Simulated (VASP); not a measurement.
Here is the system:

```
CsSnI3
1.0
    6.24087     0.00000     0.00000
    0.00000     6.24087     0.00000
    0.00000     0.00000     6.24087
Cs Sn I
1 1 3
Direct
  0.00000   0.00000   0.00000
  0.50000   0.50000   0.50000
  0.50000   0.00000   0.50000
  0.00000   0.50000   0.50000
  0.50000   0.50000   0.00000
```

Computed with PBE GGA, VASP's PBE PAW potentials (set 64) (plane waves; VASP). Run with 520 eV cut-off, Gaussian smearing of 0.050 eV, potentials Cs_sv Sn_d I.

Unless said otherwise, spin-orbit coupling is left out, though it shifts the bands of the heavy elements here.

Problem. Give the energies of bands 13 to 25 at the high-symmetry points, in eV from the valence-band maximum.

Solution. 
| band | Γ | X | M | R |
|---|---|---|---|---|
| 13 | -6.20 | -7.05 | -7.74 | -8.39 |
| 14 | -4.58 | -4.47 | -4.31 | -3.16 |
| 15 | -4.58 | -4.47 | -3.33 | -3.16 |
| 16 | -4.58 | -2.97 | -2.61 | -3.16 |
| 17 | -2.24 | -2.48 | -2.61 | -2.43 |
| 18 | -2.24 | -2.48 | -2.54 | -2.43 |
| 19 | -2.24 | -2.40 | -2.54 | -1.66 |
| 20 | -2.09 | -2.21 | -2.44 | -1.66 |
| 21 | -2.09 | -2.21 | -1.68 | -1.66 |
| 22 | -2.09 | -1.52 | -0.75 | 0.00 |
| 23 | 2.25 | 1.13 | 0.81 | 0.38 |
| 24 | 3.20 | 3.76 | 0.81 | 0.38 |
| 25 | 3.20 | 3.98 | 3.98 | 0.38 |

The gap is direct, 0.38 eV, from the valence maximum at R to the conduction minimum at R.

The compound is CsSnI3 in the cubic perovskite structure, the ideal cubic form; the compound distorts at low or room temperature. It was relaxed first.
